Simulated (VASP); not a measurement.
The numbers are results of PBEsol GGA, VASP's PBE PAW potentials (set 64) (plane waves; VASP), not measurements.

The input files of a VASP run:

### POSCAR
```
LaB6
1
    3.9539975258    -0.0000000000     0.0000000000
   -0.0000000000     3.9539975258     0.0000000000
   -0.0000000000     0.0000000000     3.9539975258
La B
1 6
Direct
  0.0000000000   0.0000000000   0.0000000000
  0.8018615878   0.5000000000   0.5000000000
  0.5000000000   0.1981384122   0.5000000000
  0.5000000000   0.8018615878   0.5000000000
  0.1981384122   0.5000000000   0.5000000000
  0.5000000000   0.5000000000   0.8018615878
  0.5000000000   0.5000000000   0.1981384122
```

File KPOINTS:
```
Automatic mesh
0
Gamma
  8 8 8
0 0 0
```

INCAR:
```
SYSTEM = LaB6
PREC = Accurate; ENCUT = 620; LREAL = .FALSE.
LASPH = .TRUE.
EDIFF = 1E-6; NELM = 100; ALGO = Normal
LMAXMIX = 6
ISMEAR = 1; SIGMA = 0.1
GGA = PS
IBRION = 2; NSW = 40; ISIF = 3
EDIFFG = -0.02; PSTRESS = 300
LWAVE = .FALSE.; LCHARG = .FALSE.
```

POTCAR, in this order: La B (PBE.64 set). Program: vasp_std.

Output

File OSZICAR:
```
       N       E                     dE             d eps       ncg     rms          rms(c)
DAV:   1     0.251788926631E+03    0.25179E+03   -0.12988E+04  1284   0.247E+03
DAV:   2    -0.132056734714E+02   -0.26499E+03   -0.25203E+03  1684   0.357E+02
DAV:   3    -0.543183618043E+02   -0.41113E+02   -0.34144E+02  1948   0.194E+02
DAV:   4    -0.561078838948E+02   -0.17895E+01   -0.17793E+01  2146   0.372E+01
DAV:   5    -0.561929861948E+02   -0.85102E-01   -0.84515E-01  2054   0.621E+00    0.106E+01
DAV:   6    -0.512190838748E+02    0.49739E+01   -0.12816E+01  1834   0.250E+01    0.550E+00
DAV:   7    -0.508609300164E+02    0.35815E+00   -0.53334E+00  2164   0.156E+01    0.226E+00
DAV:   8    -0.509014951951E+02   -0.40565E-01   -0.20633E+00  2108   0.160E+01    0.135E+00
DAV:   9    -0.508155222951E+02    0.85973E-01   -0.28337E-01  2078   0.479E+00    0.538E-01
DAV:  10    -0.508045408335E+02    0.10981E-01   -0.87338E-02  2108   0.298E+00    0.124E-01
DAV:  11    -0.508057637054E+02   -0.12229E-02   -0.12540E-02  2140   0.109E+00    0.134E-01
DAV:  12    -0.508050583305E+02    0.70537E-03   -0.34690E-03  2070   0.701E-01    0.422E-02
DAV:  13    -0.508050264208E+02    0.31910E-04   -0.66714E-04  2302   0.215E-01    0.120E-02
DAV:  14    -0.508050304401E+02   -0.40192E-05   -0.23897E-05  1734   0.359E-02    0.101E-02
DAV:  15    -0.508050316193E+02   -0.11792E-05   -0.14939E-05  2150   0.370E-02    0.440E-03
DAV:  16    -0.508050315789E+02    0.40384E-07   -0.27989E-06  1908   0.176E-02
   1 F= -.39230062E+02 E0= -.39230198E+02  d E =-.392301E+02
```

File OUTCAR:
```
------------------------ aborting loop because EDIFF is reached ----------------------------------------
  FORCE on cell =-STRESS in cart. coord.  units (eV):
  Direction    XX          YY          ZZ          XY          YZ          ZX
  --------------------------------------------------------------------------------------
  Total       11.6133660     11.6133660     11.6133660     -0.0000000      0.0000000     -0.0000000
  in kB      300.9951628    300.9951628    300.9951628     -0.0000000      0.0000000     -0.0000000
  external PRESSURE =       0.9951628 kB  Pullay stress =     300.0000000 kB
  volume of cell :       61.82
      direct lattice vectors                 reciprocal lattice vectors
     3.953997526  0.000000000  0.000000000     0.252908605  0.000000000  0.000000000
     0.000000000  3.953997526  0.000000000     0.000000000  0.252908605  0.000000000
     0.000000000  0.000000000  3.953997526     0.000000000  0.000000000  0.252908605
 POSITION                                       TOTAL-FORCE (eV/Angst)
 -----------------------------------------------------------------------------------
      0.00000      0.00000      0.00000         0.000000      0.000000     -0.000000
      3.17056      1.97700      1.97700         0.001003      0.000000     -0.000000
      1.97700      0.78344      1.97700        -0.000000     -0.001003     -0.000000
      1.97700      3.17056      1.97700         0.000000      0.001003     -0.000000
      0.78344      1.97700      1.97700        -0.001003      0.000000     -0.000000
      1.97700      1.97700      3.17056        -0.000000      0.000000      0.001003
      1.97700      1.97700      0.78344         0.000000      0.000000     -0.001003
 -----------------------------------------------------------------------------------
    total drift:                                0.000000     -0.000000      0.000000
  FREE ENERGIE OF THE ION-ELECTRON SYSTEM (eV)
  ---------------------------------------------------
  free  energy   TOTEN  =       -50.8050315789 eV

  energy  without entropy=      -50.8054385693  energy(sigma->0) =      -50.80516724
  enthalpy is  TOTEN    =       -39.2300621680 eV   P V=       11.5749694108

 reached required accuracy - stopping structural energy minimisation
```
(Selected blocks of OUTCAR.)

The compound is LaB6 in the cab6 structure. It was relaxed first under an external pressure of 30 GPa. The electron count is odd and the run is not spin-polarised, which forces a metal.
